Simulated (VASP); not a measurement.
# Zr3AlN4 (P4/mmm) in VASP: reference runs

Reference runs on Zr3AlN4: the cell as given and a disturbed copy.

Everything below comes from runs of VASP 6.6.1. Logs are shortened: lines on timing, memory, paths and dates and some standing lists are left out, and cuts for length are marked.

## 1. The crystal as given

The structure is tetragonal, space group P4/mmm (No. 123). Conventional cell: a = 3.215 Å, b = 3.215 Å, c = 8.976 Å, α = 90.00°, β = 90.00°, γ = 90.00°. Around Zr (site symmetry 4mm) lie 6 N at 2.23 to 2.28 Å. Zr (site symmetry 4/mmm) has 6 N at 2.27 to 2.47 Å as nearest neighbours. Around Al (site symmetry 4/mmm) lie 6 N at 2.02 to 2.27 Å. N (site symmetry 4/mmm) has 6 Zr at 2.26 to 2.27 Å as nearest neighbours. Around N (site symmetry 4mm) lie 1 Al at 2.02 Å and 4 Zr at 2.28 Å. N (site symmetry 4/mmm) is surrounded by 2 Zr at 2.23 Å and 4 Al at 2.27 Å.

The cell comes from a database or a generator and needn't be the stable form of this composition.

## 2. Single point, PBE

INCAR reads:

```
PREC = Accurate ; ENCUT = 520
EDIFF = 1E-7 ; ISMEAR = -1
SIGMA = 0.05 ; LREAL = F
LASPH = T ; NELM = 80
ALGO = Normal ; ISIF = 2
LWAVE = F ; LCHARG = F
GGA = PE ; NBANDS = 40
```

KPOINTS reads:

```
regular mesh
0
Gamma
  8 8 3
```

POSCAR reads:

```
Zr3AlN4
1.0
    3.2149150000      0.0000000000      0.0000000000
    0.0000000000      3.2149150000      0.0000000000
    0.0000000000      0.0000000000      8.9764450000
Zr Al N
3 1 4
Direct
    0.5000000000      0.5000000000      0.2486500000
    0.0000000000      0.0000000000      0.5000000000
    0.5000000000      0.5000000000      0.7513500000
    0.0000000000      0.0000000000      0.0000000000
    0.5000000000      0.5000000000      0.5000000000
    0.0000000000      0.0000000000      0.7748660000
    0.5000000000      0.5000000000      0.0000000000
    0.0000000000      0.0000000000      0.2251340000
```

Potentials or basis: VASP PAW PBE potentials, release 64 (Zr_sv, Al, N).

The run is started by

```console
$ cat potpaw_PBE.64/Zr_sv/POTCAR potpaw_PBE.64/Al/POTCAR potpaw_PBE.64/N/POTCAR > POTCAR
$ mpirun -np 1 vasp_std > vasp.out
```

OUTCAR:

```text
PREC = Accurate
   ENCUT = 520
   EDIFF = 1E-7
   ISMEAR = -1
   LREAL = F
   LASPH = T
   NELM = 80
   ISIF = 2
   GGA = PE

 ion  position               nearest neighbor table
   1  0.500  0.500  0.249-   7 2.23   5 2.26   8 2.28   8 2.28   8 2.28   8 2.28   4 3.19   4 3.19
                             4 3.19   4 3.19   2 3.20   2 3.20   2 3.20   2 3.20
   2  0.000  0.000  0.500-   5 2.27   5 2.27   5 2.27   5 2.27   8 2.47   6 2.47   3 3.20   3 3.20
                             1 3.20   3 3.20   1 3.20   1 3.20   3 3.20   1 3.20
   3  0.500  0.500  0.751-   7 2.23   5 2.26   6 2.28   6 2.28   6 2.28   6 2.28   4 3.19   4 3.19
                             4 3.19   4 3.19   2 3.20   2 3.20   2 3.20   2 3.20
   4  0.000  0.000  0.000-   6 2.02   8 2.02   7 2.27   7 2.27   7 2.27   7 2.27   3 3.19   3 3.19
                             1 3.19   3 3.19   1 3.19   1 3.19   3 3.19   1 3.19
   5  0.500  0.500  0.500-   1 2.26   3 2.26   2 2.27   2 2.27   2 2.27   2 2.27
   6  0.000  0.000  0.775-   4 2.02   3 2.28   3 2.28   3 2.28   3 2.28   2 2.47
   7  0.500  0.500  0.000-   1 2.23   3 2.23   4 2.27   4 2.27   4 2.27   4 2.27
   8  0.000  0.000  0.225-   4 2.02   1 2.28   1 2.28   1 2.28   1 2.28   2 2.47

  LATTYP: Found a simple tetragonal cell.
 ALAT       =     3.2149150000
 C/A-ratio  =     2.7921251417

  Lattice vectors:

 A1 = (   3.2149150000,   0.0000000000,   0.0000000000)
 A2 = (   0.0000000000,   3.2149150000,   0.0000000000)
 A3 = (   0.0000000000,   0.0000000000,   8.9764450000)

Analysis of symmetry for initial positions (statically):
=====================================================================
 Subroutine PRICEL returns:
 Original cell was already a primitive cell.

 Routine SETGRP: Setting up the symmetry group for a
 simple tetragonal supercell.

 Subroutine GETGRP returns: Found 16 space group operations
 (whereof 16 operations were pure point group operations)
 out of a pool of 16 trial point group operations.

The static configuration has the point symmetry D_4h.

Analysis of symmetry for dynamics (positions and initial velocities):
=====================================================================
 Subroutine PRICEL returns:
 Original cell was already a primitive cell.

 Routine SETGRP: Setting up the symmetry group for a
 simple tetragonal supercell.

 Subroutine GETGRP returns: Found 16 space group operations
 (whereof 16 operations were pure point group operations)
 out of a pool of 16 trial point group operations.

The dynamic configuration has the point symmetry D_4h.

 Subroutine INISYM returns: Found 16 space group operations
 (whereof 16 operations are pure point group operations),
 and found     1 'primitive' translations

----------------------------------------------------------------------------------------

                                     Primitive cell

  volume of cell :      92.7776

  direct lattice vectors                    reciprocal lattice vectors
     3.214915000  0.000000000  0.000000000     0.311050214  0.000000000  0.000000000
     0.000000000  3.214915000  0.000000000     0.000000000  0.311050214  0.000000000
     0.000000000  0.000000000  8.976445000     0.000000000  0.000000000  0.111402677

  length of vectors
     3.214915000  3.214915000  8.976445000     0.311050214  0.311050214  0.111402677

  position of ions in fractional coordinates (direct lattice)
     0.500000000  0.500000000  0.248650000
     0.000000000  0.000000000  0.500000000
     0.500000000  0.500000000  0.751350000
     0.000000000  0.000000000  0.000000000
     0.500000000  0.500000000  0.500000000
     0.000000000  0.000000000  0.774866000
     0.500000000  0.500000000  0.000000000
     0.000000000  0.000000000  0.225134000

  ion indices of the primitive-cell ions
   primitive index   ion index
                 1           1
                 2           2
                 3           3
                 4           4
                 5           5
                 6           6
                 7           7
                 8           8

----------------------------------------------------------------------------------------

 KPOINTS: regular mesh

Automatic generation of k-mesh.
 Grid dimensions read from file:
 generate k-points for:    8    8    3

 Generating k-lattice:

  Cartesian coordinates                     Fractional coordinates (reciprocal lattice)
     0.038881277  0.000000000  0.000000000     0.125000000  0.000000000  0.000000000
     0.000000000  0.038881277  0.000000000     0.000000000  0.125000000  0.000000000
     0.000000000  0.000000000  0.037134226     0.000000000  0.000000000  0.333333333

  Length of vectors
     0.038881277  0.038881277  0.037134226

  Shift w.r.t. Gamma in fractional coordinates (k-lattice)
     0.000000000  0.000000000  0.000000000

 Subroutine IBZKPT returns following result:
 ===========================================

 Found     30 irreducible k-points:

 Following reciprocal coordinates:
            Coordinates               Weight
  0.000000  0.000000  0.000000      1.000000
  0.125000  0.000000  0.000000      4.000000
  0.250000  0.000000  0.000000      4.000000
  0.375000  0.000000  0.000000      4.000000
  0.500000  0.000000  0.000000      2.000000
  0.125000  0.125000  0.000000      4.000000
[... 16 lines left out ...]
  0.375000  0.125000  0.333333     16.000000
  0.500000  0.125000  0.333333      8.000000
 [... further k-points ...]
   k-points           NKPTS =     30   k-points in BZ     NKDIM =     30   number of bands    NBANDS=     40
   number of dos      NEDOS =    301   number of ions     NIONS =      8
   total plane-waves  NPLWV =  40320
   dimension x,y,z NGX =    24 NGY =   24 NGZ =   70
   dimension x,y,z NGXF=    48 NGYF=   48 NGZF=  140
   ions per type =               3   1   4
   NGX,Y,Z   is equivalent  to a cutoff of  12.41, 12.41, 12.96 a.u.
   NGXF,Y,Z  is equivalent  to a cutoff of  24.82, 24.82, 25.93 a.u.
 SYSTEM =  unknown system
   PREC   = accura    normal or accurate (medium, high low for compatibility)
   ISTART =      0    job   : 0-new  1-cont  2-samecut
   ICHARG =      2    charge: 1-file 2-atom 10-const
   ISPIN  =      1    spin polarized calculation?
   LNONCOLLINEAR =      F non collinear calculations
   LSORBIT =      F    spin-orbit coupling
   LASPH  =      T    aspherical Exc in radial PAW
   ENCUT  =  520.0 eV  38.22 Ry    6.18 a.u.   5.98  5.98 16.69*2*pi/ulx,y,z
   NELM   =     80;   NELMIN=  2; NELMDL= -5     # of ELM steps
   EDIFF  = 0.1E-06   stopping-criterion for ELM
   LREAL  =      F    real-space projection
   EDIFFG = 0.1E-05   stopping-criterion for IOM
   NSW    =      0    number of steps for IOM
   IBRION =     -1    ionic relax: 0-MD 1-quasi-New 2-CG
   NFREE  =      0    steps in history (QN), initial steepest desc. (CG)
   ISIF   =      2    stress and relaxation
   ISYM   =      2    0-nonsym 1-usesym 2-fastsym
   POTIM  = 0.5000    time-step for ionic-motion
   TEBEG  =    0.0;   TEEND  =   0.0 temperature during run
   PSTRESS=    0.0 pullay stress
   NELECT =      59.0000    total number of electrons
   NUPDOWN=      -1.0000    fix difference up-down
   EMIN   =  10.00;   EMAX   =-10.00  energy-range for DOS
   EFERMI =   0.00;   METHOD = LEGACY
   ISMEAR =    -1;   SIGMA  =   0.05  broadening in eV -4-tet -1-fermi 0-gaus
   EFERMI_NEDOS =   21; number of points for ismear=-14 and -15
   IALGO  =     38    algorithm
   IMIX   =      4    mixing-type and parameters
     AMIX     =   0.40;   BMIX     =  1.00
     AMIX_MAG =   1.60;   BMIX_MAG =  1.00
  volume/ion in A,a.u.               =      11.60        78.26
  Fermi-wavevector in a.u.,A,eV,Ry     =   1.407811  2.660377 26.965823  1.981932
  Thomas-Fermi vector in A             =   2.530032
   LORBIT       =      0    0 simple, 1 ext, 2 COOP (PROOUT), +10 PAW based schemes
   GGA     = PE    functional components
   LHFCALC =     F    Hartree Fock is set to
   AEXX    =    0.0000 exact exchange contribution
   IVDW    =     0    specifies the selected vdW correction
   LEPSILON=     F    determine dielectric tensor
   LRPA    =     F    only Hartree local field effects (RPA)
 non-spin polarized calculation
  energy-cutoff  :      520.00
  volume of cell :       92.78
 maximum number of plane-waves:      2536
 NGX is ok and might be reduce to    24
   NGX = 11   NGY = 11   NGZ = 33

 number of electron      58.9999994 magnetization

 Free energy of the ion-electron system (eV)
  ---------------------------------------------------
  ext. energy  EPLUGINS =         0.00000000
  ---------------------------------------------------
  free energy    TOTEN  =       -74.52654446 eV

  energy without entropy =      -74.50568201  energy(sigma->0) =      -74.51611323

 E-fermi :  11.3195     XC(G=0): -12.2349

 val. band max:       11.2805058856   @ k =   0.3750   0.2500   0.0000
 cond. band min:      11.3524058640   @ k =   0.2500   0.1250   0.3333
 fundamental gap:      0.0718999785
 Fermi energy:        11.3195332866

 k-point     1 :       0.0000    0.0000    0.0000
  band No.  band energies     occupation
      1     -38.1691      2.00000
      2     -38.1006      2.00000
      3     -38.0180      2.00000
      4     -16.6248      2.00000
      5     -16.3851      2.00000
      6     -16.1100      2.00000
[... 32 lines left out ...]
     39      14.5656      0.00000
     40      14.5656      0.00000

 k-point     2 :       0.1250    0.0000    0.0000
  band No.  band energies     occupation
      1     -38.1558      2.00000
      2     -38.0928      2.00000
      3     -38.0159      2.00000
      4     -16.6059      2.00000
      5     -16.4528      2.00000
      6     -16.1546      2.00000
[... 935 lines left out ...]
     39      15.6949      0.00000
     40      16.5702      0.00000

 k-point    24 :       0.5000    0.1250    0.3333
  band No.  band energies     occupation
      1     -38.0410      2.00000
      2     -38.0404      2.00000
      3     -38.0250      2.00000
      4     -16.8766      2.00000
      5     -16.8055      2.00000
      6     -16.6480      2.00000
[... 32 lines left out ...]
     39      15.7158      0.00000
     40      17.0085      0.00000

 [... further k-points ...]

------------------------ aborting loop because EDIFF is reached ----------------------------------------

  FORCE on cell =-STRESS in cart. coord.  units (eV):
  Direction    XX          YY          ZZ          XY          YZ          ZX
  --------------------------------------------------------------------------------------
  -------------------------------------------------------------------------------------
  Total       -1.6460678     -1.6460678     -1.5961537      0.0000000      0.0000000     -0.0000000
  in kB      -28.4259467    -28.4259467    -27.5639801      0.0000000      0.0000000     -0.0000000
  external PRESSURE =     -28.1386245 kB  Pullay stress =       0.0000000 kB

 VOLUME and BASIS-vectors are now :
 -----------------------------------------------------------------------------
  energy-cutoff  :      520.00
  volume of cell :       92.78
      direct lattice vectors                 reciprocal lattice vectors
     3.214915000  0.000000000  0.000000000     0.311050214  0.000000000  0.000000000
     0.000000000  3.214915000  0.000000000     0.000000000  0.311050214  0.000000000
     0.000000000  0.000000000  8.976445000     0.000000000  0.000000000  0.111402677

 POSITION                                       TOTAL-FORCE (eV/Angst)
 -----------------------------------------------------------------------------------
      1.60746      1.60746      2.23199         0.000000      0.000000     -0.104268
      0.00000      0.00000      4.48822         0.000000     -0.000000      0.000000
      1.60746      1.60746      6.74445        -0.000000      0.000000      0.104268
      0.00000      0.00000      0.00000         0.000000     -0.000000      0.000000
      1.60746      1.60746      4.48822         0.000000     -0.000000      0.000000
      0.00000      0.00000      6.95554         0.000000     -0.000000     -0.108720
      1.60746      1.60746      0.00000         0.000000     -0.000000      0.000000
      0.00000      0.00000      2.02090         0.000000     -0.000000      0.108720
 -----------------------------------------------------------------------------------
    total drift:                                0.000000     -0.000000     -0.000000

  FREE ENERGIE OF THE ION-ELECTRON SYSTEM (eV)
  ---------------------------------------------------
  free  energy   TOTEN  =       -74.5265444566 eV

  energy  without entropy=      -74.5056820119  energy(sigma->0) =      -74.51611323
```

Wall time 63 s (1 thread of Intel Xeon 6975P-C (Granite Rapids), shared host); peak memory 0.24 GiB.

What came out:

```yaml
Free_energy: -74.5265 eV
Pressure: -2.8 GPa
Largest_force: 0.109 eV/Å
Band_gap_on_the_k_mesh: none (metal or under the smearing width)
```

Forces in eV/Å, atoms in the order of the input:
```
Zr   0.000  0.000 -0.104
Zr   0.000  0.000  0.000
Zr   0.000  0.000  0.104
Al   0.000  0.000  0.000
N    0.000  0.000  0.000
N    0.000  0.000 -0.109
N    0.000  0.000  0.000
N    0.000  0.000  0.109
```

Levels at points of the mesh, in eV from the Fermi level:
```
           k point  band 27  band 28  band 29  band 30  band 31  band 32  band 33  band 34
(0.00, 0.00, 0.00)    -2.21    -2.16    -2.16    -2.13    -1.03     0.14     0.14     1.01
(0.50, 0.00, 0.00)    -3.53    -2.88     1.46     1.91     2.05     2.09     2.27     2.61
(0.50, 0.50, 0.00)    -2.97    -2.96    -2.96    -2.56     1.49     1.49     1.80     3.23
```

## 3. Single point, PBE (atoms moved at random, drawn with an rms of 0.05 Å)

INCAR reads:

```
SYSTEM = Zr3AlN4
  PREC = Accurate
  ENCUT = 520
  EDIFF = 1E-7
  ISMEAR = -1
  SIGMA = 0.05
  LREAL = .FALSE.
  LASPH = .TRUE.
  NELM = 100
  ALGO = Normal
  ISIF = 2
  LWAVE = .FALSE.
  LCHARG = .FALSE.
  GGA = PE
  NBANDS = 40
```

KPOINTS reads:

```
Automatic mesh
0
G
  8 8 3
  0 0 0
```

POSCAR reads:

```
Zr3AlN4
1.0
    3.2149150000      0.0000000000      0.0000000000
    0.0000000000      3.2149150000      0.0000000000
    0.0000000000      0.0000000000      8.9764450000
Zr Al N
3 1 4
Direct
    0.4916240000      0.5100730000      0.2449840000
    0.0044340000      0.0040120000      0.4984180000
    0.5085150000      0.4877870000      0.7571070000
   -0.0003580000      0.0051150000     -0.0012410000
    0.4811360000      0.5149690000      0.5040810000
   -0.0031430000     -0.0022570000      0.7733810000
    0.5131700000      0.4888950000     -0.0026680000
    0.0058430000     -0.0206570000      0.2210880000
```

Potentials or basis: VASP PAW PBE potentials, release 64 (Zr_sv, Al, N).

The run is started by

```console
$ cat potpaw_PBE.64/Zr_sv/POTCAR potpaw_PBE.64/Al/POTCAR potpaw_PBE.64/N/POTCAR > POTCAR
$ mpirun -np 1 vasp_std > vasp.out
```

It took 3.5 min on 1 thread of Intel Xeon 6975P-C (Granite Rapids), shared host; peak memory 0.4 GiB.

Results (log left out):

* Free energy: -74.3745 eV
* Pressure: -1.7 GPa
* Largest force: 1.173 eV/Å
* Band gap on the k mesh: none (metal or under the smearing width)

Forces in eV/Å, atoms in the order of the input:
```
Zr   0.465 -0.875  0.629
Zr  -0.773  0.181 -0.074
Zr  -0.446  0.482 -0.885
Al  -0.125  0.060  0.023
N    0.886 -0.469 -0.163
N    0.413 -0.260  0.113
N   -0.056 -0.091  0.399
N   -0.364  0.972 -0.041
```

Stress tensor (GPa, compression positive):
```
-1.22 -0.55  0.15
-0.55 -1.24 -0.03
 0.15 -0.03 -2.66
```

Levels at points of the mesh, in eV from the Fermi level:
| k point | band 27 | band 28 | band 29 | band 30 | band 31 | band 32 | band 33 | band 34 |
| --- | --- | --- | --- | --- | --- | --- | --- | --- |
| (0.00, 0.00, 0.00) | -2.57 | -2.42 | -2.40 | -1.80 | -1.01 | 0.15 | 0.16 | 0.82 |
| (0.50, 0.00, 0.00) | -3.73 | -3.25 | 1.41 | 1.87 | 1.95 | 2.04 | 2.27 | 2.58 |
| (0.00, 0.50, 0.00) | -3.74 | -3.25 | 1.38 | 1.90 | 2.00 | 2.04 | 2.24 | 2.56 |
| (0.50, 0.50, 0.00) | -3.08 | -2.96 | -2.92 | -2.66 | 1.34 | 1.37 | 1.66 | 2.89 |
